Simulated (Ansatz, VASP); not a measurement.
# Cross-check of LiTlF2 between VASP and Ansatz

One calculation is typed for both programs; each brings its own data sets and cutoff. How far apart do they land? The cell is invented: other elements were put on sites of a known structure type. It may not be a known or stable phase. The cell is taken from a series of VASP runs on this material, whose earlier steps may have relaxed, scaled or displaced it; both programs get it as it stands.

Main program and level: Ansatz 0.2.0; plane waves, with VASP 6.6.1 beside it; relaxation of cell and atoms at PBE.

**1. Set-up**

The structure is trigonal, space group R-3m (No. 166). The conventional cell has a = 3.326 Å, b = 3.326 Å, c = 18.300 Å, α = 90.00°, β = 90.00°, γ = 120.00°. Li has 6 F at 2.20 Å nearest. Tl has 6 F at 2.75 Å nearest. Nearest to F lie 3 Li at 2.20 Å. Farther neighbours and most contacts between anions are not listed.

**2. VASP: relaxation of cell and atoms, PBE**

The relaxed volume is the usual yardstick between codes: its relative difference is about their pressure difference at one cell divided by the bulk modulus.

Lines of VASP's logs that name or quote its potential files are left out, and so is its time.

INCAR

```
SYSTEM = LiTlF2
PREC = Accurate
ENCUT = 650
EDIFF = 1E-06
NELM = 100
ISMEAR = -1
SIGMA = 0.05
LREAL = .FALSE.
ALGO = Normal
GGA = PE
NBANDS = 21
LORBIT = 11
LWAVE = .FALSE.
LCHARG = .FALSE.
KPAR = 2
IBRION = 2
NSW = 60
ISIF = 3
EDIFFG = -0.01
```

POSCAR

```
LiTlF2
1.0
    1.6630540943      0.9601647256      6.0999251477
   -1.6630540943      0.9601647256      6.0999251477
    0.0000000000     -1.9203294615      6.0999251477
Li Tl F
1 1 2
Direct
    0.0000000000      0.0000000000      0.0000000000
    0.5000000000      0.5000000000      0.5000000000
    0.2742177851      0.2742177851      0.2742177851
    0.7257822149      0.7257822149      0.7257822149
```

KPOINTS

```
Automatic mesh
0
Gamma
8 8 8
0 0 0
```

The projector-augmented-wave data sets are Li_sv, Tl_d and F (PBE family, release 64).

Command:

```
mpirun -np 2 vasp_std
```

Numbers of over 12 decimals in the logs are rounded to 6 here.

The program printed:

```text
[banner, memory and clock lines left out]
running    2 mpi-ranks, on    1 nodes
 distrk:  each k-point on    1 cores,    2 groups
 distr:  one band on    1 cores,    1 groups

 POSCAR found type information on POSCAR LiTlF
 POSCAR found :  3 types and       4 ions
 LDA part: xc-table for (Slater+PW92), standard interpolation
 POSCAR, INCAR and KPOINTS ok, starting setup
 FFT: planning ... GRIDC
 FFT: planning ... GRID_SOFT
 FFT: planning ... GRID
 WAVECAR not read
 entering main loop
       N       E                     dE             d eps       ncg     rms          rms(c)
DAV:   1     0.211229940542E+03    0.21123E+03   -0.18085E+04  2730   0.166E+03
DAV:   2    -0.695388786944E+01   -0.21818E+03   -0.20973E+03  3300   0.358E+02
DAV:   3    -0.184459453715E+02   -0.11492E+02   -0.11420E+02  3270   0.754E+01
DAV:   4    -0.189727443108E+02   -0.52680E+00   -0.52605E+00  4067   0.129E+01
DAV:   5    -0.189765866067E+02   -0.38423E-02   -0.38416E-02  3190   0.127E+00    0.804E+00
DAV:   6    -0.166819950690E+02    0.22946E+01   -0.79168E+00  3205   0.261E+01    0.395E+00
DAV:   7    -0.165723342933E+02    0.10966E+00   -0.49673E-01  3340   0.531E+00    0.237E+00
DAV:   8    -0.164784335995E+02    0.93901E-01   -0.32663E-01  3315   0.421E+00    0.567E-01
DAV:   9    -0.164777718564E+02    0.66174E-03   -0.34107E-02  3210   0.110E+00    0.251E-01
DAV:  10    -0.164780619843E+02   -0.29013E-03   -0.48720E-03  3090   0.466E-01    0.685E-02
DAV:  11    -0.164779988757E+02    0.63109E-04   -0.10314E-03  3235   0.209E-01    0.276E-02
DAV:  12    -0.164780268498E+02   -0.27974E-04   -0.12976E-04  3045   0.681E-02    0.126E-02
DAV:  13    -0.164780205092E+02    0.63407E-05   -0.52053E-05  3354   0.432E-02    0.442E-03
DAV:  14    -0.164780206159E+02   -0.10671E-06   -0.37822E-06  2494   0.119E-02
   1 F= -.16478021E+02 E0= -.16478021E+02  d E =-.164780E+02
 curvature:   0.00 expect dE= 0.000E+00 dE for cont linesearch  0.000E+00
 trial: gam= 0.00000 g(F)=  0.183E-04 g(S)=  0.421E-04 ort = 0.000E+00 (trialstep = 0.100E+01)
 search vector abs. value=  0.603E-04
 bond charge predicted
       N       E                     dE             d eps       ncg     rms          rms(c)
DAV:   1    -0.164781354980E+02   -0.11499E-03   -0.11998E-02  2760   0.890E-01    0.581E-02
DAV:   2    -0.164781005084E+02    0.34990E-04   -0.19154E-04  3195   0.111E-01    0.334E-02
DAV:   3    -0.164780738602E+02    0.26648E-04   -0.34893E-05  3175   0.513E-02    0.567E-03
DAV:   4    -0.164780737443E+02    0.11599E-06   -0.34850E-06  3340   0.136E-02
   2 F= -.16478074E+02 E0= -.16478074E+02  d E =-.531284E-04
 ZBRENT: can't locate minimum, use default step
 trial-energy change:   -0.000053  1 .order   -0.000054   -0.000060   -0.000047
 step:   4.0000(harm=  4.4711)  dis= 0.00266  next Energy=   -16.478156 (dE=-0.135E-03)
 bond charge predicted
       N       E                     dE             d eps       ncg     rms          rms(c)
DAV:   1    -0.164787106455E+02   -0.63679E-03   -0.10815E-01  2745   0.267E+00    0.174E-01
DAV:   2    -0.164783918333E+02    0.31881E-03   -0.17294E-03  3165   0.334E-01    0.100E-01
DAV:   3    -0.164781482231E+02    0.24361E-03   -0.32604E-04  3180   0.157E-01    0.172E-02
DAV:   4    -0.164781468546E+02    0.13685E-05   -0.32160E-05  3335   0.412E-02    0.880E-03
DAV:   5    -0.164781473544E+02   -0.49984E-06   -0.91643E-07  2202   0.791E-03
   3 F= -.16478147E+02 E0= -.16478147E+02  d E =-.126739E-03
 curvature:  -2.19 expect dE=-0.954E-05 dE for cont linesearch -0.163E-05
 trial: gam=-0.03892 g(F)=  0.282E-06 g(S)=  0.407E-05 ort = 0.670E-05 (trialstep = 0.160E+01)
 search vector abs. value=  0.392E-05
 reached required accuracy - stopping structural energy minimisation
```

OUTCAR, selected parts (step 2):

```text
ion  position               nearest neighbor table
   1  0.000  0.000  0.000-   4 2.20   4 2.20   3 2.20   3 2.20   4 2.20   3 2.20
   2  0.500  0.500  0.500-   3 2.75   3 2.75   4 2.75   4 2.75   3 2.75   4 2.75
   3  0.274  0.274  0.274-   1 2.20   1 2.20   1 2.20   2 2.75   2 2.75   2 2.75
   4  0.726  0.726  0.726-   1 2.20   1 2.20   1 2.20   2 2.75   2 2.75   2 2.75

  LATTYP: Found a trigonal (rhomboedric) cell.
 ALAT       =     6.3950568432
 COS(alpha) =     0.8647448131

 Subroutine GETGRP returns: Found 12 space group operations
 (whereof 12 operations were pure point group operations)

The static configuration has the point symmetry D_3d.

 Found     65 irreducible k-points:

   k-points           NKPTS =     65   k-points in BZ     NKDIM =     65   number of bands    NBANDS=     21

   dimension x,y,z NGX =    54 NGY =   54 NGZ =   54
   dimension x,y,z NGXF=   108 NGYF=  108 NGZF=  108

   ENCUT  =  650.0 eV  47.77 Ry    6.91 a.u.  13.29 13.29 13.29*2*pi/ulx,y,z

   NELECT =      30.0000    total number of electrons

 k-points in reciprocal lattice and weights: Automatic mesh
   0.00000000  0.00000000  0.00000000       0.002
   0.12500000  0.00000000 -0.00000000       0.012
   0.25000000  0.00000000 -0.00000000       0.012
   0.37500000  0.00000000  0.00000000       0.012
   0.50000000  0.00000000 -0.00000000       0.006
   0.12500000  0.12500000 -0.00000000       0.012
   0.25000000  0.12500000  0.00000000       0.023
   0.37500000  0.12500000 -0.00000000       0.023
   0.50000000  0.12500000  0.00000000       0.023
[...]
-0.37500000  0.50000000  0.37500000       0.012
   0.50000000  0.50000000  0.50000000       0.002

 average (electrostatic) potential at core
       1 -60.2985       2 -85.9031       3 -75.2421       4 -75.2421

 E-fermi :   2.6922

 k-point     1 :       0.0000    0.0000    0.0000
  band No.  band energies     occupation
    ...
     11       0.0585      2.00000
     12       0.0585      2.00000
     13       0.1235      2.00000
     14       0.1739      2.00000
     15       0.1739      2.00000
     16       6.2339      0.00000
     17      10.2802      0.00000
     18      14.1044      0.00000
     19      14.1044      0.00000
     20      14.6025      0.00000
    ...

 k-point     2 :       0.1250    0.0000   -0.0000
  band No.  band energies     occupation
    ...
     11      -0.3293      2.00000
     12      -0.0148      2.00000
     13       0.1139      2.00000
     14       0.1734      2.00000
     15       0.6096      2.00000
     16       6.5712      0.00000
     17      10.5427      0.00000
     18      11.9077      0.00000
     19      13.5027      0.00000
     20      14.6905      0.00000
    ...

 k-point     3 :       0.2500    0.0000   -0.0000
  band No.  band energies     occupation
    ...
     11      -0.7654      2.00000
     12      -0.1497      2.00000
     13       0.1169      2.00000
     14       0.1307      2.00000
     15       1.0115      2.00000
     16       7.3878      0.00000
     17       8.4061      0.00000
     18      11.2731      0.00000
     19      12.2116      0.00000
     20      14.0253      0.00000
    ...

  Total        0.0126724      0.0126724      0.0040118      0.0000000     -0.0000000      0.0000000
  in kB        0.3474975      0.3474975      0.1100098      0.0000000     -0.0000000      0.0000000
  external PRESSURE =       0.2683349 kB  Pullay stress =       0.0000000 kB

  energy-cutoff  :      650.00
  volume of cell :       58.43
      direct lattice vectors                 reciprocal lattice vectors
     1.664849846  0.961201503  6.085250377     0.300327385  0.173394096  0.054777259
    -1.664849846  0.961201503  6.085250377    -0.300327385  0.173394096  0.054777259
     0.000000000 -1.922403017  6.085250377     0.000000000 -0.346788193  0.054777258

 POSITION                                       TOTAL-FORCE (eV/Angst)
 -----------------------------------------------------------------------------------
      0.00000      0.00000      0.00000         0.000000      0.000000     -0.000000
      0.00000     -0.00000      9.12788        -0.000000     -0.000000     -0.000000
      0.00000     -0.00000      5.00870         0.000000     -0.000000      0.001709
      0.00000     -0.00000     13.24705         0.000000      0.000000     -0.001709
 -----------------------------------------------------------------------------------
    total drift:                               -0.000000     -0.000000      0.000000

  FREE ENERGIE OF THE ION-ELECTRON SYSTEM (eV)
  ---------------------------------------------------
  free  energy   TOTEN  =       -16.4781473544 eV

  energy  without entropy=      -16.4781473531  energy(sigma->0) =      -16.47814735

 reached required accuracy - stopping structural energy minimisation

 total charge
# of ion       s       p       d       tot
------------------------------------------
    1        2.003   0.027   0.000   2.030
    2        1.281   0.176   9.685  11.142
    3        1.732   4.329   0.000   6.061
    4        1.732   4.329   0.000   6.061
--------------------------------------------------
tot          6.747   8.861   9.685  25.294

[... 3 further parts left out ...]
```

**3. Ansatz: relaxation of cell and atoms, PBE**

Ansatz runs on its default PAW (the set named soft_2) files.

The same cell, functional, mesh and smearing now go to Ansatz, which takes its cutoff from its data sets.

input.yaml

```yaml
crystal:
  lattice:
    - [1.6630540943, 0.9601647256, 6.0999251477]
    - [-1.6630540943, 0.9601647256, 6.0999251477]
    - [0.0, -1.9203294615, 6.0999251477]
  atoms:
    - { symbol: Li, position: [0.0, 0.0, 0.0] }
    - { symbol: Tl, position: [0.5, 0.5, 0.5] }
    - { symbol: F, position: [0.2742177851, 0.2742177851, 0.2742177851] }
    - { symbol: F, position: [0.7257822149, 0.7257822149, 0.7257822149] }
hamiltonian:
  xc: pbe
  pseudopotentials: { kind: paw }
kpoints:
  mp_grid: { grid: [8, 8, 8] }
scf:
  occupations: { method: fermi_dirac, width: 0.05 }
relax:
  f_tol: 0.01
  max_steps: 60
  cell: { stress_tol: 0.05 }
output:
  forces: true
  stress: true
  write_density: true
  write_potential: true
  elf: true
  volumetric_format: npy
```

Command:

```
ansatz run input.yaml --threads 4 --pin off --max-ram 9216MiB --backend cpu --events-out ev --progress --plain --runs-dir out
```

The program printed:

```text
basis.fft_grid_basis auto: the FFT boxes are laid along the combinations [[1, -1, 0], [0, 1, 0], [0, -1, 1]] of the cell's own vectors, 3.326, 6.395 and 3.326 Å long. The dense box has 24×45×24 points. Along the cell's own vectors, as sized, it would have 45×45×45, 3.52 times as many. Of the 12 symmetry operations that the crystal satisfies within crystal.symmetry.tolerance (time reversal apart; of a slab, those that [...]
Engine: ansatz 0.2.0, aarch64-unknown-linux-gnu
Pseudopotentials: kind: paw
Pseudopotential: Li, paw, valence charge 3, recommended cutoff 420 eV (normal), Li.paw.azcp
Pseudopotential: Tl, paw, valence charge 13, recommended cutoff 420 eV (normal), Tl.paw.azcp
Pseudopotential: F, paw, valence charge 7, recommended cutoff 420 eV (normal), F.paw.azcp
Functional definition: PBE
  parameter kappa = 0.804
  parameter beta = 0.066725
  exchange = pbe_x(kappa = kappa, mu = beta*pi^2/3)
  correlation = pbe_c(beta = beta)
Crystal: 4 atoms, lattice volume = 58.442 Å³
Basis set: ecut = 420 eV, 1167 PW (Γ), FFT grids on a1−a2, a2, −a2+a3, exchange–correlation on 48×90×48 points (8 copies of the dense FFT grid, shifted against one another)
Bands: 19, of which v1, the nominal top of the filled ones, is band 15 counted from 1 (14 counted from 0)
Symmetry: 12 space group operations
Space group: R-3m (ITA 166), of the structure as read, at distance tolerance 3.9e-5 Å
k-points: 65 of 512
Non-local potential: Li, projectors of the file, l = 0: 3, l = 1: 2, l = 2: 1
Non-local potential: Tl, projectors of the file, l = 0: 2, l = 1: 2, l = 2: 2, l = 3: 1
Non-local potential: F, projectors of the file, l = 0: 2, l = 1: 2, l = 2: 1
PAW form: soft (Blöchl's): semilocal exchange-correlation on the pseudo side does not see the compensation charge
PAW one-centre angular grid: Li, 110 points (default); XC on 64 Gauss nodes
PAW one-centre angular grid: Tl, 590 points (default); XC on 64 Gauss nodes
PAW one-centre angular grid: F, 110 points (default); XC on 64 Gauss nodes
Initial density: superposition of atomic densities (neutral atoms: chi_scale 0, normalization atom), corrected by the library's trained network
Initial wavefunctions: pseudopotential atomic-orbital guess
Functional: x = pbe(κ = 0.804, μ = 0.219515), c = pbe(β = 0.066725)
SCF iter   1: F=—  HF=-13268.685498 eV  |F-HF|=—  |Δ(HF+E_count)|=         —  Δρ=1.73e-3  dr2=2.38e-3  ethr=1.77e-3  ⟨swp⟩=6.0  Hψ=5969  notcnv=0
preconditioner: auto → none  [insulator: Δε(μ)=1.779 eV  Ē_g=15.062 eV  σ=0.050 eV  W_gap=1.00  n_scr=16 (ndim 8)  ℏωp=25.7 eV  f_vac=0.015  D(μ)=0.00/eV (n_scr^D=0)  ε∞_Penn≈3.9]
SCF iter   2: F=—  HF=-13268.684349 eV  |F-HF|=—  |Δ(HF+E_count)|=   1.15e-3  Δρ=1.56e-3  dr2=9.03e-4  ethr=7.92e-6  ⟨swp⟩=2.4  Hψ=2500  notcnv=0
SCF iter   3: F=—  HF=-13268.684285 eV  |F-HF|=—  |Δ(HF+E_count)|=   6.35e-5  Δρ=6.54e-4  dr2=1.63e-4  ethr=3.01e-6  ⟨swp⟩=2.0  Hψ=2109  notcnv=0
SCF iter   4: F=—  HF=-13268.684312 eV  |F-HF|=—  |Δ(HF+E_count)|=   2.70e-5  Δρ=2.31e-4  dr2=2.72e-5  ethr=5.43e-7  ⟨swp⟩=2.4  Hψ=1849  notcnv=0
SCF iter   5: F=—  HF=-13268.684267 eV  |F-HF|=—  |Δ(HF+E_count)|=   4.49e-5  Δρ=5.93e-5  dr2=1.48e-6  ethr=9.06e-8  ⟨swp⟩=2.7  Hψ=1924  notcnv=0
SCF iter   6: F=-13268.684269 eV  HF=-13268.684269 eV  |F-HF|=5.45e-8  |Δ(HF+E_count)|=   1.49e-6  Δρ=8.36e-6  dr2=2.54e-8  ethr=3.33e-10  ⟨swp⟩=6.0  Hψ=7856  notcnv=0
SCF 1 converged in 6 iterations: F = -13268.684269 eV  dr2 = 2.54e-8
  greatest PAW one-centre occupation: 1.000 electrons in one spin orbital (limit 2), on the Li atom at site 0 (counted from 0), in its partial waves of l = 0
relax step   1: F+E_penalty+E_count = -13268.68426867 eV  Δ(F+E_penalty+E_count) = +0.000e0 eV  max|allowed force component| = 1.140e-2 eV/Å  Δτ_max = 0.0000 Å  P = +0.381 GPa  Ω = 58.442 Å³  (6 SCF iters, dr2 threshold 1.00e-7 eV, accepted)
[...]
relax step   2: F+E_penalty+E_count = -13268.68284720 eV  Δ(F+E_penalty+E_count) = +1.421e-3 eV  max|allowed force component| = 6.529e-2 eV/Å  Δτ_max = 0.0087 Å  P = -0.191 GPa  Ω = 58.997 Å³  energy of the carried Pulay correction = -1.444e-3 eV  (5 SCF iters, dr2 threshold 4.00e-7 eV, accepted)
[...]
relax step   3: F+E_penalty+E_count = -13268.68366063 eV  Δ(F+E_penalty+E_count) = -8.134e-4 eV  max|allowed force component| = 3.949e-4 eV/Å  Δτ_max = 0.0091 Å  P = -0.008 GPa  Ω = 58.942 Å³  energy of the carried Pulay correction = -1.304e-3 eV  (5 SCF iters, dr2 threshold 3.02e-7 eV, accepted)
[...]
relax step   4: F+E_penalty+E_count = -13268.68502947 eV  Δ(F+E_penalty+E_count) = -1.369e-3 eV  max|allowed force component| = 1.310e-4 eV/Å  Δτ_max = 0.0000 Å  P = +0.039 GPa  Ω = 58.942 Å³  stress off target by 5.19e-2 GPa  SCF on the basis re-selected at this cell (its energy is not comparable with the rows above)  (6 SCF iters)
[...]
relax step   5: F+E_penalty+E_count = -13268.68490485 eV  Δ(F+E_penalty+E_count) = +1.246e-4 eV  max|allowed force component| = 8.142e-5 eV/Å  Δτ_max = 0.0001 Å  P = +0.006 GPa  Ω = 58.995 Å³  energy of the carried Pulay correction = -1.357e-4 eV  (5 SCF iters, dr2 threshold 6.74e-9 eV, accepted)
[...]
relax step   6: F+E_penalty+E_count = -13268.68504807 eV  Δ(F+E_penalty+E_count) = -1.432e-4 eV  max|allowed force component| = 8.340e-5 eV/Å  Δτ_max = 0.0000 Å  P = +0.008 GPa  Ω = 58.995 Å³  stress off target by 1.09e-2 GPa  SCF on the basis re-selected at this cell (its energy is not comparable with the rows above)  (5 SCF iters)
basis re-selected at this cell: Δ(F+E_penalty+E_count) = -1.432e-4 eV, ΔP = +0.002 GPa vs the last step (what re-selecting the basis moved, of the pressure what is left beyond the Pulay correction that the steps carried, after the strain that the cell walked since its last selection, with what the two solves' SCF thresholds leave and, on support functions, any second-order correction that the steps lacked; it is no m [...]
SCF converged after 5 iterations
Free energy (F): -13268.685048 eV
Harris-Foulkes:  -13268.685048 eV  (|F-HF|=9.09e-12)
Internal energy: -13268.685048 eV  (E = F + TS)
E sigma→0 (E₀):  -13268.685048 eV
Fermi energy:    5.483916 eV
--- Per-component energies (eV) ---
  E_band       = -158.628330
  E_kinetic    = 766.849159
  E_local      = -2133.568271  (includes V_loc(G=0)·N_el)
  E_nonlocal   = 431.420847
  E_hartree    = 776.575610
  E_xc         = -402.602887
  E_vxc        = -362.109537  (∫ρ·V_xc dr)
  E_paw        = -10584.082680  (= ΣΔE_a)
  E_vpaw       = -414.375719  (= ΣTr[D̂ρ^β])
  E_aug_tail   = 0.004150  (compensation charges beyond the density's cutoff)
  E_ewald      = -2123.280977
  E_smearing   = -0.000000  (= −TS)
  E_closure    = -0.000000  (closes the sum)
  Σ components = -13268.685048   (vs F -13268.685048, Δ=0.00e0)
--- Forces (eV/Å), atoms counted from 1 ---
  atom   1  Li     0.00000000     0.00000000     0.00000000
  atom   2  Tl    -0.00000000    -0.00000000    -0.00000000
  atom   3  F      0.00000000     0.00000000    -0.00008340
  atom   4  F      0.00000000    -0.00000000     0.00008340
  max |Σ_I F_I| component: 1.26e-29 eV/Å
--- Stress (GPa, compression-positive) ---
        0.010945      -0.000000       0.000000
       -0.000000       0.010945       0.000000
        0.000000       0.000000       0.002679
  P = ⅓ Tr σ = 0.0082 GPa (0.082 kbar)
--- Band table (eV; the first three rows and the last of 65) ---
  k-point 0: bands = [... 11 lower, 2.8493, 2.9205, 2.9610, 2.9610, 9.0052, 12.9904, 16.7821, 16.7821]
  k-point 1: bands = [... 11 lower, 2.7777, 2.9037, 2.9605, 3.3990, 9.3401, 13.2505, 14.6043, 16.1858]
  k-point 2: bands = [... 11 lower, 2.6457, 2.9054, 2.9183, 3.7986, 10.1511, 11.1420, 13.9784, 14.9147]
  k-point 64: bands = [... 11 lower, 2.7779, 3.0315, 3.0315, 4.0671, 8.2033, 13.9911, 16.0348, 17.0898]
--- Relaxed structure (4 steps of the walk, 4 accepted, 2 SCFs on fresh bases) ---
  F+E_penalty+E_count = -13268.68504807 eV   max|allowed force component| = 8.340e-5 eV/Å   (the final SCF, on the basis selected at the relaxed cell)
  cell:  # Å, volume = 58.9950 Å³
    - [1.671363, 0.964962, 6.096536]
    - [-1.671363, 0.964962, 6.096536]
    - [0, -1.929924, 6.096536]
  atoms:
    - { symbol: Li, position: [0, 0, 0] }
    - { symbol: Tl, position: [0.500000, 0.500000, 0.500000] }
    - { symbol: F, position: [0.274186, 0.274186, 0.274186] }
    - { symbol: F, position: [0.725814, 0.725814, 0.725814] }
```

It took 7.5 s on 4 threads of Arm Neoverse V2, shared host; peak memory 0.4 GiB; 27 s of CPU time.

**4. Side by side**

Known differences besides the potentials themselves: both relaxations stop at a tolerance, which leaves soft axes loose, and VASP keeps its plane-wave basis; the cutoff is 420 eV in Ansatz and 650 eV in VASP; VASP leaves aspherical gradient terms in its spheres out (LASPH is not set), Ansatz keeps them; Ansatz adds a Pulay correction to the stress that steers its cell, VASP none. Total energies have different zeros and are not compared.

Compared:

| quantity | Ansatz | VASP | difference |
| --- | --- | --- | --- |
| volume (Å³) | 59.00 | 58.43 | +0.97 % |
| edge a after relaxation, in the typed setting (Å) | 6.395 | 6.382 | +0.20 % |

The walks stopped with 0.01 GPa left in Ansatz and 0.03 GPa in VASP; each walk ends within a tolerance, so the volume difference is uncertain by about these residues over the bulk modulus, most in soft cells.

**5. Outcome**

```yaml
difference_in_volume_relaxation_of_cell_and_atoms_pbe: 0.97 %
```

**Reading.** The difference in volume is 0.97 % (relaxation of cell and atoms, PBE), within the 1.2 % picked in this series as the mark of a large difference, as far as the stopping tolerances let one tell. How closely two codes agree says nothing of how well the functional describes the real material.

[Lines on the potential files, build, host, timing and source positions are cut from VASP's logs without a mark.]

[Logs are printed without paths, hosts, clocks, repeated set-up lines and the standing remarks that a program may print on its own settings, such as how far it seeks lower states.]

[Hosts, paths, dates, database ids (printed as entryN), source tags and the programs' standing remarks are cut or masked in the printed files.]
